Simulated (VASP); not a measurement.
These are PW91 GGA, VASP's PBE PAW potentials (set 64) (plane waves; VASP 6.6.1) values and carry that method's errors.

VASP ran on this input.

### INCAR
```
# general
SYSTEM  = Eu
PREC    = Accurate
ENCUT   = 520
LREAL   = F
LASPH   = T

# electronic loop
EDIFF   = 1E-7
NELM    = 100
ALGO    = Normal
LMAXMIX = 6

# smearing
ISMEAR  = 1
SIGMA   = 0.1

# functional
GGA     = 91

# ions
ISIF    = 2

# output
LWAVE   = F
LCHARG  = F
```

POSCAR:
```
Eu
1
   -2.1858285815     2.1858285815     2.1858285815
    2.1858285815    -2.1858285815     2.1858285815
    2.1858285815     2.1858285815    -2.1858285815
Eu
1
Direct
  0.0000000000   0.0000000000   0.0000000000
```

File KPOINTS:
```
Automatic mesh
0
Gamma
12 12 12
0 0 0
```

POTCAR, in this order: Eu_2 (PBE.64 set). Program: vasp_std.

The run wrote:

File OSZICAR:
```
       N       E                     dE             d eps       ncg     rms          rms(c)
DAV:   1     0.955923791013E+01    0.95592E+01   -0.38765E+03  1184   0.829E+02
DAV:   2    -0.165345086831E+01   -0.11213E+02   -0.11078E+02  1672   0.106E+02
DAV:   3    -0.186318674270E+01   -0.20974E+00   -0.19665E+00  1584   0.103E+01
DAV:   4    -0.186472451069E+01   -0.15378E-02   -0.15372E-02  1792   0.120E+00
DAV:   5    -0.186473171440E+01   -0.72037E-05   -0.72037E-05  1648   0.741E-02    0.699E+00
DAV:   6    -0.187963529970E+01   -0.14904E-01   -0.17848E-03  1784   0.470E-01    0.418E+00
DAV:   7    -0.188897183312E+01   -0.93365E-02   -0.42448E-03  1784   0.667E-01    0.651E-02
DAV:   8    -0.188900680080E+01   -0.34968E-04   -0.18165E-04  1936   0.120E-01    0.190E-02
DAV:   9    -0.188901480171E+01   -0.80009E-05   -0.10734E-05  1792   0.288E-02    0.722E-03
DAV:  10    -0.188901466101E+01    0.14070E-06   -0.29238E-06  1744   0.136E-02    0.157E-03
DAV:  11    -0.188901479356E+01   -0.13255E-06   -0.80148E-08  1184   0.262E-03    0.463E-04
DAV:  12    -0.188901490589E+01   -0.11233E-06   -0.95040E-09   792   0.110E-03    0.215E-04
DAV:  13    -0.188901489419E+01    0.11703E-07   -0.13502E-09   672   0.500E-04
   1 F= -.18890149E+01 E0= -.18889674E+01  d E =-.142342E-03
```

File OUTCAR:
```
------------------------ aborting loop because EDIFF is reached ----------------------------------------
  FORCE on cell =-STRESS in cart. coord.  units (eV):
  Direction    XX          YY          ZZ          XY          YZ          ZX
  --------------------------------------------------------------------------------------
  Total        0.1391685      0.1391685      0.1391685     -0.0000000      0.0000000     -0.0000000
  in kB        5.3375642      5.3375642      5.3375642     -0.0000000      0.0000000     -0.0000000
  external PRESSURE =       5.3375642 kB  Pullay stress =       0.0000000 kB
  volume of cell :       41.77
      direct lattice vectors                 reciprocal lattice vectors
    -2.185828582  2.185828582  2.185828582     0.000000000  0.228746208  0.228746208
     2.185828582 -2.185828582  2.185828582     0.228746208  0.000000000  0.228746208
     2.185828582  2.185828582 -2.185828582     0.228746208  0.228746208  0.000000000
 POSITION                                       TOTAL-FORCE (eV/Angst)
 -----------------------------------------------------------------------------------
      0.00000      0.00000      0.00000         0.000000     -0.000000      0.000000
 -----------------------------------------------------------------------------------
    total drift:                               -0.000000     -0.000000     -0.000000
  FREE ENERGIE OF THE ION-ELECTRON SYSTEM (eV)
  ---------------------------------------------------
  free  energy   TOTEN  =        -1.8890148942 eV

  energy  without entropy=       -1.8888725520  energy(sigma->0) =       -1.88896745
```
(Selected blocks of OUTCAR.)

The 4f electrons are frozen in the core of the lanthanide potential, so 4f levels, which can set the real gap, and their magnetism are missing.

The compound is Eu in the bcc structure. This cell is one point of a volume scan, at 0.97 of the reference volume.
